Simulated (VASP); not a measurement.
Given:

```yaml
crystal:
  lattice:
    - [1.81141, -3.13745, 0.00000]
    - [1.81141, 3.13745, 0.00000]
    - [0.00000, 0.00000, 5.58773]
  atoms:
    - { symbol: Y, position: [0.33333, 0.66667, 0.25000] }
    - { symbol: Y, position: [0.66667, 0.33333, 0.75000] }
```

The numbers are results of PBE GGA with D4 dispersion, VASP's PBE PAW potentials (set 64) (plane waves; VASP 6.6.1), not measurements. Settings: 520 eV cut-off, 13×13×8 Γ-centred mesh, tetrahedra with Blöchl corrections, potentials Y_sv.

Task: Estimate the energy per atom (σ→0), band gap (on the k-mesh) with the smallest direct gap where there is one.

Result: 
- band gap (on the k-mesh) = none (metal, semimetal or under 0.01 eV)
- energy per atom (σ→0) = -6.678 eV/atom

The compound is Y in the hcp structure. It was relaxed first.
